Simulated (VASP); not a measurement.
Energy against volume of GaP (zinc blende). Level of theory: PW91 GGA, VASP's PBE PAW potentials (set 64) (plane waves; VASP 6.6.1). Run with 520 eV cut-off, 8×8×8 Γ-centred mesh, Gaussian smearing of 0.050 eV, potentials Ga_d P.

```csv
V (Å³/atom),E (eV/atom)
19.596,-4.56456
20.222,-4.58002
20.847,-4.58482
21.473,-4.58059
```

**Question.** Fit these four points and predict the energy of the run at 22.098 Å³/atom.

**Answer.** A cubic in V^(−2/3), the third-order Birch-Murnaghan form, passes through the four points with V0 = 20.85 Å³/atom and B0 = 77 GPa, and gives -4.5687 eV/atom there. The run gave -4.5687 eV/atom, +0.0 meV/atom from the fit; all five points give B0 = 77 GPa.

The compound is GaP in the zinc blende structure. It was relaxed first.
